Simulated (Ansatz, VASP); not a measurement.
# PtS2: VASP beside Ansatz, part 2 of 2

One calculation is typed for both programs; each brings its own data sets. How far apart do they land? The cell is taken from a series of runs on this material, whose earlier steps may have relaxed, scaled, displaced or heated it; both programs get it as it stands.

VASP 6.6.1 and Ansatz 0.2.0.

So far: The structure; VASP: zone-centre phonons, PBE with D3(BJ).

## 3. Ansatz: zone-centre phonons, PBE with D3(BJ)

Level of this step: Ansatz beside VASP: Kohn-Sham DFT, plane waves, PBE with D3(BJ) (Ansatz).

Ansatz runs on its PAW soft_1 files.

The same cell, functional, mesh and smearing now go to Ansatz, which takes its cutoff from its data sets.

File input.yaml:

```yaml
crystal:
  lattice:
    - [3.5824571022, 0.0, 0.0]
    - [-1.7912285511, 3.1024988585, 0.0]
    - [0.0, 0.0, 4.6188889034]
  atoms:
    - { symbol: S, position: [0.3333333333, 0.6666666667, 0.2608851269] }
    - { symbol: S, position: [0.6666666667, 0.3333333333, 0.7391148731] }
    - { symbol: Pt, position: [0.0, 0.0, 0.0] }
kpoints:
  mp_grid: { grid: [12, 12, 8] }
hamiltonian:
  xc: pbe
  dispersion: d3bj
  pseudopotentials: { kind: paw, azcp: { folder: soft_1 } }
scf:
  occupations: { method: gaussian, width: 0.01 }
output:
  eigenvalues: true
phonons:
  method: dfpt
```

The run is started by

```console
> ansatz run input.yaml --threads 4 --pin off --max-ram 10240MiB --backend cpu --events-out ev --progress --plain --runs-dir out
```

Numbers of over 12 decimals in the logs are rounded to 6 here.

Output:

```text
Engine: ansatz 0.2.0, x86_64-unknown-linux-gnu
Pseudopotentials: kind: paw
Pseudopotential: S, paw, valence charge 6, recommended cutoff 420 eV (normal), soft_1/S.paw.azcp
Pseudopotential: Pt, paw, valence charge 18, recommended cutoff 420 eV (normal), soft_1/Pt.paw.azcp
Functional definition: PBE
  parameter kappa = 0.804
  parameter beta = 0.066725
  exchange = pbe_x(kappa = kappa, mu = beta*pi^2/3)
  correlation = pbe_c(beta = beta)
Crystal: 3 atoms, lattice volume = 51.337 Å³
Basis set: ecut = 420 eV, 993 PW (Γ), exchange–correlation on 48×48×64 points (8 copies of the dense FFT grid, shifted against one another)
Bands: 19, of which v1, the nominal top of the filled ones, is band 15 counted from 1 (14 counted from 0)
Symmetry: 12 space group operations
k-points: 320 of 1152 (irreducible under 2 space group operations, time reversal used)
Non-local potential: S, projectors of the file, l = 0: 2, l = 1: 2, l = 2: 1
Non-local potential: Pt, projectors of the file, l = 0: 3, l = 1: 2, l = 2: 2, l = 3: 1
PAW form: soft (Blöchl's): semilocal exchange-correlation on the pseudo side does not see the compensation charge
PAW one-centre angular grid: S, 110 points (default); XC on 64 Gauss nodes
PAW one-centre angular grid: Pt, 590 points (default); XC on 64 Gauss nodes
Initial density: superposition of atomic densities (chi_scale 0.1, normalization cell, long waves kept (reshape's long-wave potential 0.01 eV rms))
Initial wavefunctions: pseudopotential atomic-orbital guess
Functional: x = pbe(κ = 0.804, μ = 0.219515), c = pbe(β = 0.066725)
SCF iter   1: F=—  HF=-14331.666521 eV  |F-HF|=—  |Δ(HF+E_count)|=         —  Δρ=7.86e-2  dr2=2.80e0  ethr=3.10e-3  ⟨swp⟩=6.4  Hψ=33878  notcnv=0
preconditioner: auto → Resta (q_TF=auto, 2.495 Å⁻¹)  ε∞=7.4  [insulator: Δε(μ)=0.648 eV  Ē_g=9.629 eV  σ=0.010 eV  W_gap=1.00  n_scr=20 (ndim 8)  ℏωp=24.3 eV  f_vac=0.000  D(μ)=0.00/eV (n_scr^D=0)  ε∞_Penn≈7.4]
SCF iter   2: F=—  HF=-14331.247818 eV  |F-HF|=—  |Δ(HF+E_count)|=   4.19e-1  Δρ=3.71e-2  dr2=5.65e-1  ethr=3.10e-3  ⟨swp⟩=2.6  Hψ=11455  notcnv=0
SCF iter   3: F=—  HF=-14331.157281 eV  |F-HF|=—  |Δ(HF+E_count)|=   9.05e-2  Δρ=5.09e-3  dr2=7.75e-3  ethr=1.88e-3  ⟨swp⟩=2.5  Hψ=9471  notcnv=0
SCF iter   4: F=—  HF=-14331.158706 eV  |F-HF|=—  |Δ(HF+E_count)|=   1.42e-3  Δρ=6.98e-4  dr2=2.54e-4  ethr=2.58e-5  ⟨swp⟩=2.2  Hψ=12820  notcnv=0
SCF iter   5: F=—  HF=-14331.158914 eV  |F-HF|=—  |Δ(HF+E_count)|=   2.08e-4  Δρ=1.74e-4  dr2=1.74e-5  ethr=8.46e-7  ⟨swp⟩=2.0  Hψ=10929  notcnv=0
SCF iter   6: F=—  HF=-14331.158930 eV  |F-HF|=—  |Δ(HF+E_count)|=   1.69e-5  Δρ=3.81e-5  dr2=6.81e-7  ethr=5.79e-8  ⟨swp⟩=2.0  Hψ=9433  notcnv=0
SCF iter   7: F=—  HF=-14331.158933 eV  |F-HF|=—  |Δ(HF+E_count)|=   2.67e-6  Δρ=6.28e-6  dr2=1.84e-8  ethr=2.27e-9  ⟨swp⟩=2.0  Hψ=9601  notcnv=0
SCF iter   8: F=—  HF=-14331.158933 eV  |F-HF|=—  |Δ(HF+E_count)|=   3.73e-8  Δρ=1.43e-6  dr2=1.44e-9  ethr=6.12e-11  ⟨swp⟩=2.3  Hψ=10642  notcnv=0
SCF iter   9: F=—  HF=-14331.158933 eV  |F-HF|=—  |Δ(HF+E_count)|=   1.84e-9  Δρ=3.22e-7  dr2=6.63e-11  ethr=4.80e-12  ⟨swp⟩=2.0  Hψ=9350  notcnv=0
SCF iter  10: F=-14331.158933 eV  HF=-14331.158933 eV  |F-HF|=1.82e-12  |Δ(HF+E_count)|=  5.64e-11  Δρ=7.76e-8  dr2=2.58e-12  ethr=1.00e-12  ⟨swp⟩=7.0  Hψ=30675  notcnv=0
SCF 1 converged in 10 iterations: F = -14331.158933 eV  dr2 = 2.58e-12
  greatest PAW one-centre occupation: 1.000 electrons in one spin orbital (limit 2), on the Pt atom at site 2 (counted from 0), in its partial waves of l = 0
DFPT response loops at Γ: preconditioner auto → Kerker (q_TF=auto, 2.495 Å⁻¹) (partly filled bands, converged f_vac=0.002); β = 1.00, the filter's whole step (`scf.mixing.beta` (0.50) is not read by the response loops under this deck's `scf.mixing.preconditioner`; to damp them name `kerker` or `kerker_dos`, under which they read `scf.mixing.beta`, and type it under 1.00, their step now; both keys bind the ground state too); Broyden in place of MSR1
SCF converged after 10 iterations
Free energy (F): -14331.158933 eV
Harris-Foulkes:  -14331.158933 eV  (|F-HF|=1.82e-12)
Internal energy: -14331.158911 eV  (E = F + TS)
E sigma→0 (E₀):  -14331.158922 eV
Entropy (-TS):   -0.000023 eV (-0.008 meV/atom)
Fermi energy:    12.706825 eV
--- Per-component energies (eV) ---
  E_band       = -282.625893
  E_kinetic    = 807.039762
  E_local      = -2725.050958  (includes V_loc(G=0)·N_el)
  E_nonlocal   = 272.152979
  E_hartree    = 1068.437199
  E_xc         = -410.222965
  E_vxc        = -437.065705  (∫ρ·V_xc dr)
  E_paw        = -10700.506584  (= ΣΔE_a)
  E_vpaw       = -336.577496  (= ΣTr[D̂ρ^β])
  E_aug_tail   = 0.001106  (compensation charges beyond the density's cutoff)
  E_ewald      = -2641.640466
  E_disp       = -1.368983  (pairwise vdW)
  E_smearing   = -0.000023  (= −TS)
  E_closure    = 0.000000  (closes the sum)
  Σ components = -14331.158933   (vs F -14331.158933, Δ=0.00e0)
--- Band table (eV; the first three rows and the last of 320) ---
  k-point 0: bands = [... 11 lower, 10.1328, 11.0150, 11.0150, 12.7271, 13.7270, 13.7270, 16.1402, 17.6317]
  k-point 1: bands = [... 11 lower, 10.0964, 10.9174, 10.9174, 12.4189, 13.8936, 13.8936, 16.3239, 17.9457]
  k-point 2: bands = [... 11 lower, 9.9469, 10.7054, 10.7054, 11.7702, 14.2935, 14.2935, 16.8404, 18.6248]
  k-point 319: bands = [... 11 lower, 9.0534, 9.3309, 9.7814, 10.3883, 14.1160, 14.3841, 18.6994, 19.1226]
--- Phonons (Γ-DFPT): 4 representative perturbations + reference, on 320 of 1152 k-points (Σ response iterations 12) ---
  k mesh reduced under 2 symmetry operations, with k and −k counted as one. Each operation leaves every solved perturbation unchanged. A smaller set is not used because it would not reduce the number of displacements times k-points to solve
  ASR residual: 1.898e-5 → 0.000e0 eV/Å²; symmetrization residual: 7.828e-6 eV/Å²
  pairwise dispersion correction: d3bj (s6 = 1.0, s8 = 0.7875, a1 = 0.4289, a2_bohr = 4.4407), with the weights of each atom's references fixed at the reference crystal's, and the forces and stress that the weights' published response gives there kept as a pressure on the atom's counted neighbours (hamiltonian.dispersion)
  ASR residual per site (eV/Å²): 4.78e-6 4.78e-6 1.90e-5
  Γ frequencies (cm⁻¹): 0.00 0.00 0.00 288.39 288.39 304.38 304.38 320.51 333.51
  non-analytic LO–TO correction: not included (Born effective charges unavailable; polar crystals: no LO–TO splitting at Γ)
```

In the SCF lines HF is the Harris–Foulkes energy and dr2 the Hartree energy of the density residual, in eV; the loop may stop once dr2 is under the threshold and the program's other checks hold. Hψ counts applications of the Hamiltonian.

## 4. Differences

Known differences besides the potentials themselves: the data sets hold 30 valence electrons in Ansatz (on its PAW soft_1 files) and 22 in VASP; the cutoff is 420 eV in Ansatz and 500 eV in VASP; Ansatz takes the dispersion share of the force constants at frozen C6 weights, VASP differentiates the full forces; VASP uses finite displacements, Ansatz perturbation theory. Total energies have different zeros and are not compared.

Both answers:

| quantity | Ansatz | VASP | difference |
| --- | --- | --- | --- |
| optical mode 1 to 2 (cm⁻¹) | 288.4 | 290.8 | -0.81 % |
| optical mode 3 to 4 (cm⁻¹) | 304.4 | 303.8 | +0.20 % |
| optical mode 5 (cm⁻¹) | 320.5 | 320.7 | -0.05 % |
| optical mode 6 (cm⁻¹) | 333.5 | 330.2 | +1.00 % |

Modes are paired by rising frequency, not by their patterns, so a pair may set unlike modes beside each other; they are those without the splitting of longitudinal modes.

## 5. Outcome

```
r.m.s. difference of the optical zone-centre modes, each program's sorted by frequency (zone-centre phonons, PBE with D3(BJ)) : 1.9 cm⁻¹
difference in optical mode 6 (zone-centre phonons, PBE with D3(BJ))                                                           : +1.0 %
```

**Reading.** The r.m.s. difference of the optical zone-centre modes, each program's sorted by frequency is 1.9 cm⁻¹ (zone-centre phonons, PBE with D3(BJ)). The data sets hold unlike numbers of valence electrons (30 in Ansatz and 22 in VASP), so part of the differences comes from the potentials. Among the rows given in per cent, the largest difference of the zone-centre phonons, PBE with D3(BJ) pair is in optical mode 6, +1.0 %. How closely two codes agree says nothing of how well the functional describes the real material.

[Lines on the potential files, build, host, timing and source positions are cut from VASP's logs without a mark.]

[Logs are printed without paths, hosts, clocks, repeated set-up lines and the standing remarks that a program may print on its own settings, such as how far it seeks lower states.]

[Hosts, paths, dates, database ids (printed as entryN), source tags and the programs' standing remarks are cut or masked in the printed files.]
